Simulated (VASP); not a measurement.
Here is a VASP 6.6.1 calculation.

The input INCAR:

```
SYSTEM = Sn
  PREC = Accurate
  ENCUT = 520
  EDIFF = 1E-6
  ISMEAR = 1
  SIGMA = 0.1
  LREAL = .FALSE.
  LASPH = .TRUE.
  NELM = 60
  ALGO = Normal
  ISIF = 2
  LWAVE = .FALSE.
  LCHARG = .FALSE.
  GGA = CA
  ICORELEVEL = 1
  KPAR = 4
```

The input KPOINTS:

```
Automatic mesh
0
G
  4 4 4
  0 0 0
```

The input POSCAR:

```
Sn
1.0
    0.0000000000      6.4666856000      6.4666856000
    6.4666856000      0.0000000000      6.4666856000
    6.4666856000      6.4666856000      0.0000000000
Sn
16
Direct
    0.0000000000      0.0000000000      0.0000000000
    0.0000000000      0.0000000000      0.5000000000
    0.0000000000      0.5000000000      0.0000000000
    1.0000000000      0.5000000000      0.5000000000
    0.5000000000      0.0000000000      0.0000000000
    0.5000000000      1.0000000000      0.5000000000
    0.5000000000      0.5000000000      0.0000000000
    0.5000000000      0.5000000000      0.5000000000
    0.1250000000      0.1250000000      0.1250000000
    0.1250000000      0.1250000000      0.6250000000
    0.1250000000      0.6250000000      0.1250000000
    0.1250000000      0.6250000000      0.6250000000
    0.6250000000      0.1250000000      0.1250000000
    0.6250000000      0.1250000000      0.6250000000
    0.6250000000      0.6250000000      0.1250000000
    0.6250000000      0.6250000000      0.6250000000
```

Potentials or basis: VASP PAW LDA potentials, release 64 (Sn_d).

The run is started by

```console
$ cat potpaw_LDA.64/Sn_d/POTCAR > POTCAR
$ mpirun -np 4 vasp_std > vasp.out
```

Q: Estimate the band gap on the k mesh.

A: None (metal or under the smearing width).

Q: What does it give for the pressure?

A: 0.1 GPa.

Core levels (eV, on the scale of the bands):
```tsv
atom	levels
1 Sn	1s -28830.5, 2s -4349.5, 2p -3909.9, 3s -831.1, 3p -686.8, 3d -463.3, 4s -123.2, 4p -79.3
2 Sn	1s -28830.5, 2s -4349.5, 2p -3909.9, 3s -831.1, 3p -686.8, 3d -463.3, 4s -123.2, 4p -79.3
3 Sn	1s -28830.5, 2s -4349.5, 2p -3909.9, 3s -831.1, 3p -686.8, 3d -463.3, 4s -123.2, 4p -79.3
4 Sn	1s -28830.5, 2s -4349.5, 2p -3909.9, 3s -831.1, 3p -686.8, 3d -463.3, 4s -123.2, 4p -79.3
5 Sn	1s -28830.5, 2s -4349.5, 2p -3909.9, 3s -831.1, 3p -686.8, 3d -463.3, 4s -123.2, 4p -79.3
6 Sn	1s -28830.5, 2s -4349.5, 2p -3909.9, 3s -831.1, 3p -686.8, 3d -463.3, 4s -123.2, 4p -79.3
```
